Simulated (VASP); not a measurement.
Computed with PBE GGA, VASP's PBE PAW potentials (set 64) (plane waves; VASP).

The input files of a VASP run:

### POSCAR
```
MoSe
1.0
  4.1683751257   0.0000000000   0.0000000000
 -2.0841875628   3.6099184551   0.0000000000
  0.0000000000   0.0000000000   5.8755468438
Mo Se
2 2
Cart
 -0.0000020842   2.4066135067   5.7523256051
  2.0841896471   1.2033049484   2.8145521832
 -0.0000020842   2.4066135067   2.3265513051
  2.0841896471   1.2033049484   5.2643247270
```

KPOINTS:
```
Regular mesh
0
G
 10 10 6
```

### INCAR
```
GGA = PE   # PBE
NEDOS = 601   # DOS grid
NELM = 100
LORBIT = 11   # lm-projected
ENCUT = 400   # plane-wave cut-off (eV)
ALGO = Normal
EDIFF = 1E-7   # SCF stop (eV)
LCHARG = .TRUE.
LASPH = .TRUE.   # aspherical one-centre terms
LREAL = .FALSE.   # projection in real space or not
LWAVE = .FALSE.
SYSTEM = MoSe
LEFG = .TRUE.
ISIF = 2   # forces and stress, cell fixed
ISMEAR = -5
LMAXMIX = 4
PREC = Accurate
```

POTCAR, in this order: Mo_sv Se (PBE.64 set). Program: vasp_std.

The run wrote:

**OUTCAR**
```
 ion  position               nearest neighbor table
   1  0.333  0.667  0.979-   3 2.45   4 2.46   4 2.46   4 2.46
   2  0.667  0.333  0.479-   4 2.45   3 2.46   3 2.46   3 2.46
   3  0.333  0.667  0.396-   1 2.45   2 2.46   2 2.46   2 2.46
   4  0.667  0.333  0.896-   2 2.45   1 2.46   1 2.46   1 2.46
  LATTYP: Found a hexagonal cell.
 ALAT       =     4.1683751257
 C/A-ratio  =     1.4095532831
 Subroutine PRICEL returns:
 Original cell was already a primitive cell.
 Subroutine GETGRP returns: Found 12 space group operations
The static configuration has the point symmetry C_3v.
 The point group associated with its full space group is C_6v.
The dynamic configuration has the point symmetry C_3v.
 Subroutine INISYM returns: Found 12 space group operations
 Subroutine IBZKPT returns following result:
 Found     56 irreducible k-points:

 Following reciprocal coordinates:
            Coordinates               Weight
  0.000000  0.000000  0.000000      1.000000
  0.100000  0.000000  0.000000      6.000000
  0.200000  0.000000  0.000000      6.000000
  0.300000  0.000000  0.000000      6.000000
  0.400000  0.000000  0.000000      6.000000
...
```

**OSZICAR**
```
       N       E                     dE             d eps       ncg     rms          rms(c)
DAV:   1     0.303522371443E+03    0.30352E+03   -0.21127E+04  3144   0.128E+03
DAV:   2    -0.143120470545E+02   -0.31783E+03   -0.31460E+03  3288   0.375E+02
DAV:   3    -0.273520357566E+02   -0.13040E+02   -0.12905E+02  3560   0.651E+01
DAV:   4    -0.276076616622E+02   -0.25563E+00   -0.25581E+00  3128   0.882E+00
DAV:   5    -0.276164260487E+02   -0.87644E-02   -0.86402E-02  3664   0.116E+00    0.181E+01
DAV:   6    -0.267564888314E+02    0.85994E+00   -0.68095E+00  2968   0.140E+01    0.653E+00
DAV:   7    -0.267012590804E+02    0.55230E-01   -0.54938E-01  3048   0.433E+00    0.433E+00
DAV:   8    -0.266847315513E+02    0.16528E-01   -0.67490E-02  3456   0.167E+00    0.301E-01
DAV:   9    -0.266848487863E+02   -0.11724E-03   -0.33997E-03  3440   0.301E-01    0.169E-01
DAV:  10    -0.266849348281E+02   -0.86042E-04   -0.48721E-04  3288   0.137E-01    0.578E-02
DAV:  11    -0.266849454515E+02   -0.10623E-04   -0.78436E-05  3408   0.534E-02    0.166E-02
DAV:  12    -0.266849492806E+02   -0.38291E-05   -0.11609E-05  3232   0.216E-02    0.100E-02
DAV:  13    -0.266849487335E+02    0.54710E-06   -0.16214E-06  3304   0.715E-03    0.240E-03
DAV:  14    -0.266849493103E+02   -0.57676E-06   -0.25459E-07  2624   0.269E-03    0.980E-04
DAV:  15    -0.266849493220E+02   -0.11739E-07   -0.79639E-08  1944   0.158E-03
   1 F= -.26684949E+02 E0= -.26684949E+02  d E =0.000000E+00
```

File OUTCAR:
```
------------------------ aborting loop because EDIFF is reached ----------------------------------------
  FORCE on cell =-STRESS in cart. coord.  units (eV):
  Direction    XX          YY          ZZ          XY          YZ          ZX
  --------------------------------------------------------------------------------------
  Total        0.0473159      0.0473159     -0.0906930      0.0000000      0.0000000      0.0000000
  in kB        0.8574432      0.8574431     -1.6435085      0.0000000      0.0000000      0.0000000
  external PRESSURE =       0.0237926 kB  Pullay stress =       0.0000000 kB
  volume of cell :       88.41
      direct lattice vectors                 reciprocal lattice vectors
     4.168375126  0.000000000  0.000000000     0.239901633  0.138507284  0.000000000
    -2.084187563  3.609918455  0.000000000     0.000000000  0.277014568  0.000000000
     0.000000000  0.000000000  5.875546844     0.000000000  0.000000000  0.170196924
 POSITION                                       TOTAL-FORCE (eV/Angst)
 -----------------------------------------------------------------------------------
     -0.00000      2.40661      5.75233         0.000000      0.000000     -0.067292
      2.08419      1.20330      2.81455         0.000000     -0.000000     -0.067292
     -0.00000      2.40661      2.32655         0.000000      0.000000      0.067292
      2.08419      1.20330      5.26432        -0.000000      0.000000      0.067292
 -----------------------------------------------------------------------------------
    total drift:                               -0.003858      0.002227      0.001489
  FREE ENERGIE OF THE ION-ELECTRON SYSTEM (eV)
  ---------------------------------------------------
  free  energy   TOTEN  =       -26.6849493220 eV

  energy  without entropy=      -26.6849493220  energy(sigma->0) =      -26.68494932

 total charge

# of ion       s       p       d       tot
------------------------------------------
    1        2.258   6.099   4.100  12.457
    2        2.258   6.099   4.100  12.457
    3        1.428   2.401   0.144   3.972
    4        1.428   2.401   0.144   3.972
--------------------------------------------------
tot          7.373  16.999   8.487  32.859

 Electric field gradients after diagonalization (V/A^2)
 (convention: |V_zz| > |V_xx| > |V_yy|)
----------------------------------------------------------------------
 ion       V_xx      V_yy      V_zz     asymmetry (V_yy - V_xx)/ V_zz
----------------------------------------------------------------------
   1     -22.956   -22.953    45.909       0.000
   2     -22.956   -22.953    45.909       0.000
   3     -17.479   -17.479    34.958       0.000
   4     -17.479   -17.479    34.958       0.000
```
(Selected blocks of OUTCAR.)

For a metal the tetrahedron method with Blöchl corrections gives inexact stress and forces.

The structure was generated: MoSe was put into the wurtzite type (P6_3mc), which need not be its known phase. It was relaxed first, which changed the volume by -30 %.
